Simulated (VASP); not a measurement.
Given:

```yaml
crystal:
  lattice:
    - [0.00000, 2.31714, 2.31714]
    - [2.31714, 0.00000, 2.31714]
    - [2.31714, 2.31714, 0.00000]
  atoms:
    - { symbol: Hf, position: [0.00890, 0.97634, 0.00273] }
    - { symbol: C, position: [0.49110, 0.52367, 0.49727] }
```

Level of theory: PBEsol GGA, VASP's PBE PAW potentials (set 64) (plane waves; VASP). Numerical set-up: 400 eV cut-off, 12×12×12 Γ-centred mesh, Gaussian smearing of 0.20 eV, potentials Hf_pv C.

At this cut-off the stress carries a Pulay error, which pulls relaxed volumes low. Unless said otherwise, spin-orbit coupling is left out, though it shifts the bands of the heavy elements here.

Q: What does the run give for the energy per atom (σ→0), pressure, largest force, band gap (on the k-mesh) with the smallest direct gap where there is one?

A: 
```yaml
band gap (on the k-mesh): none (metal, semimetal or under 0.01 eV)
energy per atom (σ→0): -11.065 eV/atom
pressure: -4.06 GPa
largest_force: 0.958 eV/Å
```

Only differences to runs with the same potentials and settings are physical.

The structure comes from a computed database's HfC entry; how it stands against other phases isn't given here. The cell was not relaxed at this level, atoms are displaced from their ideal sites.
